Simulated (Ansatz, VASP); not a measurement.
# Ni2C in two plane-wave programs, part 2 of 2

Aim: how closely do two programs agree when they are given the same cell, functional and k mesh? The cell is invented: As first built, before any earlier steps moved the atoms (in the runner's words): it takes the Cr2C structure with some of its atoms replaced by other elements, volume scaled by an estimate. It may not be a known or stable phase. The cell is taken from a series of VASP runs on this material, whose earlier steps may have relaxed, scaled or displaced it; both programs get it as it stands. Other levels of theory on this material are compared in a session of their own.

VASP 6.6.1 and Ansatz 0.2.0.

So far. Step 2 (VASP: band structure, PBE): The run ends at a pressure of -0.04 GPa, with forces up to 0.021 eV/Å.

## Step 3: Ansatz: band structure, PBE

Level of this step: Ansatz beside VASP: Kohn-Sham DFT, plane waves, PBE (Ansatz).

Ansatz runs on its default PAW (the set named soft_2) files.

The same cell, functional, mesh and smearing now go to Ansatz, which takes its cutoff from its data sets.

input.yaml reads:

```yaml
crystal:
  lattice:
    - [2.8955987124, -6.94e-08, 0.0]
    - [-1.447799972, 2.5076628892, 0.0]
    - [0.0, 0.0, 3.9932647575]
  atoms:
    - { symbol: Ni, position: [0.66666667, 0.33333333, 0.2591327826], spin: 1.0 }
    - { symbol: Ni, position: [0.33333333, 0.66666667, 0.7408672174], spin: 1.0 }
    - { symbol: C, position: [0.0, 0.0, 0.5] }
hamiltonian:
  xc: pbe
  pseudopotentials: { kind: paw }
magnetization:
  spin_polarized: true
kpoints:
  mp_grid: { grid: [6, 6, 4] }
  band_path:
    path:
      - [0.0, 0.0, 0.0]
      - [0.13333, 0.0, 0.0]
      - [0.3, 0.0, 0.0]
      - [0.46667, 0.0, 0.0]
      - [0.46667, 0.06667, 0.0]
      - [0.41111, 0.17778, 0.0]
      - [0.35556, 0.28889, 0.0]
      - [0.28889, 0.28889, 0.0]
      - [0.17778, 0.17778, 0.0]
      - [0.06667, 0.06667, 0.0]
      - [0.0, 0.0, 0.03333]
      - [0.0, 0.0, 0.2]
      - [0.0, 0.0, 0.36667]
      - [0.0, 0.0, 0.5]
      - [0.16667, 0.0, 0.5]
      - [0.3, 0.0, 0.5]
      - [0.46667, 0.0, 0.5]
      - [0.46667, 0.06667, 0.5]
      - [0.41111, 0.17778, 0.5]
      - [0.35556, 0.28889, 0.5]
      - [0.28889, 0.28889, 0.5]
      - [0.17778, 0.17778, 0.5]
      - [0.06667, 0.06667, 0.5]
      - [0.5, 0.0, 0.46667]
      - [0.5, 0.0, 0.3]
      - [0.5, 0.0, 0.13333]
      - [0.33333, 0.33333, 0.0]
      - [0.33333, 0.33333, 0.16667]
      - [0.33333, 0.33333, 0.33333]
      - [0.33333, 0.33333, 0.5]
    npoints: 1
scf:
  occupations: { method: gaussian, width: 0.02 }
  n_extra_bands: 7
output:
  forces: true
  stress: true
  eigenvalues: true
```

Command:

```console
$ ansatz run input.yaml --threads 2 --pin off --max-ram 4608MiB --backend cpu --events-out ev --progress --plain --runs-dir out
```

Numbers of over 12 decimals in the logs are rounded to 6 here.

Output:

```text
Warning: the atoms were moved onto the symmetric positions of the space group found under crystal.symmetry.tolerance 1.0e-5 (fractional; no operation is sought that the atoms, as they stand in a round, miss by more than twice it, and no atom is moved by as much as it), and the run uses the moved positions. Before a round's move an operation carried an atom to 2.90e-8 Å from where it should land, the largest such dist [...]
scf.n_extra_bands = 7 over 20 filled bands (N_el = 40.0): the run solves 27 bands
Engine: ansatz 0.2.0, aarch64-unknown-linux-gnu
Pseudopotentials: kind: paw
Pseudopotential: Ni, paw, valence charge 18, recommended cutoff 420 eV (normal), Ni.paw.azcp
Pseudopotential: C, paw, valence charge 4, recommended cutoff 420 eV (normal), C.paw.azcp
Functional definition: PBE
  parameter kappa = 0.804
  parameter beta = 0.066725
  exchange = pbe_x(kappa = kappa, mu = beta*pi^2/3)
  correlation = pbe_c(beta = beta)
Crystal: 3 atoms, lattice volume = 28.996 Å³
Basis set: ecut = 420 eV, 565 PW (Γ), exchange–correlation on 40×40×54 points (8 copies of the dense FFT grid, shifted against one another)
Bands: 27, of which v1, the nominal top of the filled ones, is band 20 counted from 1 (19 counted from 0)
Symmetry: 12 space group operations
Space group: P-3m1 (ITA 164), of the structure as read, at distance tolerance 3.1e-5 Å
Magnetic group: BNS 164.85 (UNI 1315), of the structure as read, at distance tolerance 3.1e-5 Å
k-points: 24 of 144
Non-local potential: Ni, projectors of the file, l = 0: 3, l = 1: 2, l = 2: 3, l = 3: 1
Non-local potential: C, projectors of the file, l = 0: 2, l = 1: 2, l = 2: 1
PAW form: soft (Blöchl's): semilocal exchange-correlation on the pseudo side does not see the compensation charge
PAW one-centre angular grid: Ni, 590 points (default); XC on 64 Gauss nodes
PAW one-centre angular grid: C, 110 points (default); XC on 64 Gauss nodes
Initial density: superposition of atomic densities (chi_scale 0.1, normalization cell, long waves kept (reshape's long-wave potential 0.01 eV rms))
Starting moments: Σ|m| = 2 μB on 2 of 3 sites
Initial wavefunctions: pseudopotential atomic-orbital guess
Functional: x = pbe(κ = 0.804, μ = 0.219515), c = pbe(β = 0.066725)
SCF iter   1: F=—  HF=-11927.544619 eV  |F-HF|=—  |Δ(HF+E_count)|=         —  Δρ=1.42e-1 (↑1.42e-1 ↓1.02e-1)  dr2=2.54e0  dr2_m=3.47e0  M=0.097 μB ∫|m|=0.179 μB  β_m=0.30  ethr=3.10e-3  ⟨swp⟩=5.0  Hψ=4910  notcnv=0
Mixer restart at iter 1: flushing history
preconditioner: auto → none  [insulator: Δε(μ)=0.051 eV  Ē_g=10.710 eV  σ=0.020 eV  W_gap=0.81  n_scr=8 (ndim 8)  ℏωp=33.8 eV  f_vac=0.000  D(μ)=1.56/eV (n_scr^D=20)  ε∞_Penn≈11.0]
SCF iter   2: F=—  HF=-11926.838244 eV  |F-HF|=—  |Δ(HF+E_count)|=   7.06e-1  Δρ=1.26e-1 (↑4.97e-2 ↓1.26e-1)  dr2=1.32e0  dr2_m=1.91e0  M=0.042 μB ∫|m|=0.114 μB  β_m=0.38  ethr=3.10e-3  ⟨swp⟩=3.0  Hψ=2309  notcnv=0  defer=117
SCF iter   3: F=—  HF=-11928.509860 eV  |F-HF|=—  |Δ(HF+E_count)|=    1.67e0  Δρ=6.92e-2 (↑6.92e-2 ↓4.54e-2)  dr2=1.80e-1  dr2_m=8.31e-1  M=0.042 μB ∫|m|=0.090 μB  β_m=0.50  ethr=3.10e-3  ⟨swp⟩=3.1  Hψ=2422  notcnv=0  defer=113
SCF iter   4: F=—  HF=-11929.446496 eV  |F-HF|=—  |Δ(HF+E_count)|=   9.37e-1  Δρ=3.00e-2 (↑1.79e-2 ↓3.00e-2)  dr2=4.43e-1  dr2_m=1.04e-2  M=0.012 μB ∫|m|=0.026 μB  β_m=0.43  ethr=4.49e-4  ⟨swp⟩=2.1  Hψ=2120  notcnv=0  defer=113
SCF iter   5: F=—  HF=-11929.451732 eV  |F-HF|=—  |Δ(HF+E_count)|=   5.24e-3  Δρ=5.95e-3 (↑4.52e-3 ↓5.95e-3)  dr2=2.66e-2  dr2_m=2.64e-4  M=0.004 μB ∫|m|=0.013 μB  β_m=0.63  ethr=4.49e-4  ⟨swp⟩=2.8  Hψ=2110  notcnv=0  defer=113
SCF iter   6: F=—  HF=-11929.470877 eV  |F-HF|=—  |Δ(HF+E_count)|=   1.91e-2  Δρ=1.80e-3 (↑1.23e-3 ↓1.80e-3)  dr2=1.94e-3  dr2_m=2.80e-5  M=0.001 μB ∫|m|=0.004 μB  β_m=0.64  ethr=6.65e-5  ⟨swp⟩=2.1  Hψ=1904  notcnv=0  defer=110
SCF iter   7: F=—  HF=-11929.471471 eV  |F-HF|=—  |Δ(HF+E_count)|=   5.94e-4  Δρ=1.28e-4 (↑1.21e-4 ↓1.28e-4)  dr2=1.74e-6  dr2_m=2.02e-6  M=-0.000 μB ∫|m|=0.001 μB  β_m=0.82  ethr=4.86e-6  ⟨swp⟩=2.0  Hψ=1998  notcnv=0  defer=110
SCF iter   8: F=—  HF=-11929.471477 eV  |F-HF|=—  |Δ(HF+E_count)|=   5.87e-6  Δρ=3.01e-5 (↑3.01e-5 ↓1.56e-5)  dr2=2.10e-7  dr2_m=5.80e-8  M=-0.000 μB ∫|m|=0.000 μB  β_m=0.85  ethr=4.35e-9  ⟨swp⟩=2.1  Hψ=2269  notcnv=0  defer=110
SCF iter   9: F=—  HF=-11929.471477 eV  |F-HF|=—  |Δ(HF+E_count)|=   1.03e-8  Δρ=1.50e-5 (↑1.50e-5 ↓1.03e-5)  dr2=1.33e-7  dr2_m=3.92e-9  M=-0.000 μB ∫|m|=0.000 μB  β_m=0.93  ethr=5.26e-10  ⟨swp⟩=2.5  Hψ=1916  notcnv=0  defer=110
SCF iter  10: F=—  HF=-11929.471477 eV  |F-HF|=—  |Δ(HF+E_count)|=   5.38e-8  Δρ=1.66e-6 (↑1.66e-6 ↓1.23e-6)  dr2=1.19e-9  dr2_m=1.36e-10  M=-0.000 μB ∫|m|=0.000 μB  β_m=0.95  ethr=3.33e-10  ⟨swp⟩=2.1  Hψ=1748  notcnv=0  defer=110
SCF iter  11: F=-11929.471477 eV  HF=-11929.471477 eV  |F-HF|=3.98e-10  |Δ(HF+E_count)|=  5.82e-11  Δρ=8.13e-7 (↑8.13e-7 ↓7.65e-7)  dr2=4.70e-10  dr2_m=8.91e-12  M=-0.000 μB ∫|m|=0.000 μB  ethr=2.97e-12  ⟨swp⟩=7.0  Hψ=4823  notcnv=0
SCF 1 converged in 11 iterations: F = -11929.471477 eV  dr2 = 4.70e-10
  greatest PAW one-centre occupation: 1.001 electrons in one spin orbital (limit 2), on the Ni atom at site 1 (counted from 0), in its partial waves of l = 1
WARN: the starting moments were not kept: the SCF closed with an absolute magnetisation of 4.2e-6 μB, where they sum to 2 μB in size (2 sites). That is at most 0.1 of that sum. Measured as dr2_m measures the in/out step, that magnetisation stands 1.0e-11 eV from none, at or under the dr2_threshold of 1.0e-7 eV: it is no larger than a step whose dr2_m would equal this threshold. The system may hold no moment; this SCF [...]
NSCF: frozen V_eff on 30 k-points
SCF converged after 11 iterations
Magnetization: -0.0000 μB (20.0000 up, 20.0000 down)
Absolute magnetization: 0.0000 μB (∫|ρ↑−ρ↓|, with the PAW one-centre terms)
Spin contamination: 0.0000 ħ² per cell (⟨S²⟩ above its minimum at these occupations)
Per-site moments (μB) at R_I (Å): [(-1.0368086474625781e-6, 0.795599), (-1.0368086475498524e-6, 0.795599), (-1.5306509583139204e-6, 0.795599)]
Free energy (F): -11929.471477 eV
Harris-Foulkes:  -11929.471477 eV  (|F-HF|=3.98e-10)
Internal energy: -11929.471025 eV  (E = F + TS)
E sigma→0 (E₀):  -11929.471251 eV
Entropy (-TS):   -0.000452 eV (-0.151 meV/atom)
Fermi energy:    16.767301 eV
--- Per-component energies (eV) ---
  E_band       = -621.970959
  E_kinetic    = 651.990982
  E_local      = -7597.747022  (includes V_loc(G=0)·N_el)
  E_nonlocal   = 1299.261391
  E_hartree    = 3180.044099
  E_xc         = -217.570086
  E_vxc        = -278.225823  (∫ρ·V_xc dr)
  E_paw        = -3358.644096  (= ΣΔE_a)
  E_vpaw       = -1057.337315  (= ΣTr[D̂ρ^β])
  E_aug_tail   = 0.000957  (compensation charges beyond the density's cutoff)
  E_ewald      = -5886.807250
  E_smearing   = -0.000452  (= −TS)
  E_closure    = -0.000000  (closes the sum)
  Σ components = -11929.471477   (vs F -11929.471477, Δ=0.00e0)
--- Forces (eV/Å), atoms counted from 1 ---
  atom   1  Ni    -0.00000000    -0.00000000     0.04518442
  atom   2  Ni     0.00000000     0.00000000    -0.04518442
  atom   3  C     -0.00000000     0.00000000     0.00000000
  max |Σ_I F_I| component: 2.78e-17 eV/Å
--- Stress (GPa, compression-positive) ---
       -1.168674       0.000000       0.000000
        0.000000      -1.168674       0.000000
        0.000000       0.000000       0.412927
  P = ⅓ Tr σ = -0.6415 GPa (-6.415 kbar)
--- Band table (eV; the first three rows and the last of 48) ---
  k-point 0 ↑: bands = [... 16 lower, 13.9374, 14.5654, 14.8944, 14.8944, 17.1576, 20.3261, 20.3261, 26.4633, ... 3 higher]
  k-point 1 ↑: bands = [... 16 lower, 14.2004, 14.2527, 15.0150, 15.0150, 18.8713, 20.1358, 20.1358, 25.8516, ... 3 higher]
  k-point 2 ↑: bands = [... 16 lower, 14.5785, 14.5785, 15.0052, 15.0052, 19.9443, 19.9443, 20.5063, 25.0321, ... 3 higher]
  k-point 23 ↓: bands = [... 16 lower, 14.6228, 14.6228, 16.0448, 16.0448, 16.7539, 17.2126, 20.2486, 20.2486, ... 3 higher]
```

Run time: 3.8 s. Hardware: 2 threads of Arm Neoverse V1, shared host; peak memory 0.31 GiB.

Reading the cycles: dr2 is the Hartree energy of the density residual (eV), the measure of convergence; HF is the Harris–Foulkes estimate of the energy, which meets the free energy F at convergence.

## Step 4: Comparison

Known differences besides the potentials themselves: the data sets hold 40 valence electrons in Ansatz (default PAW (the set named soft_2) files) and 24 in VASP; the cutoff is 420 eV in Ansatz and 520 eV in VASP; VASP leaves aspherical gradient terms in its spheres out (LASPH is not set), Ansatz keeps them. Total energies have different zeros and are not compared.

Both answers:

| quantity | Ansatz | VASP | difference |
| --- | --- | --- | --- |
| pressure (GPa) | -0.64 | -0.04 | -0.60 |
| pressure without Ansatz's Pulay correction (GPa) | -0.89 | -0.04 | -0.85 |

At this near-relaxed geometry the largest component of a force difference is 24 meV/Å. Ansatz's pressure holds a Pulay correction of 0.25 GPa; VASP's holds none.

## Step 5: Outcome

| Quantity | Value |
| --- | --- |
| difference in pressure (band structure, PBE) | -0.60 GPa |
| r.m.s. force difference (band structure, PBE) | 11 meV/Å |

In words: The r.m.s. force difference is 11 meV/Å (band structure, PBE), within the 12 meV/Å picked in this series as the mark of a large difference. 12 further runs of this series are not shown here. Such differences can come from data sets, numerical settings and the points named under the comparisons, not from the functional's error against experiment.

[Lines on the potential files, build, host, timing and source positions are cut from VASP's logs without a mark.]

[Logs are printed without paths, hosts, clocks, repeated set-up lines and the standing remarks that a program may print on its own settings, such as how far it seeks lower states.]

[Hosts, paths, dates, database ids (printed as entryN), source tags and the programs' standing remarks are cut or masked in the printed files.]
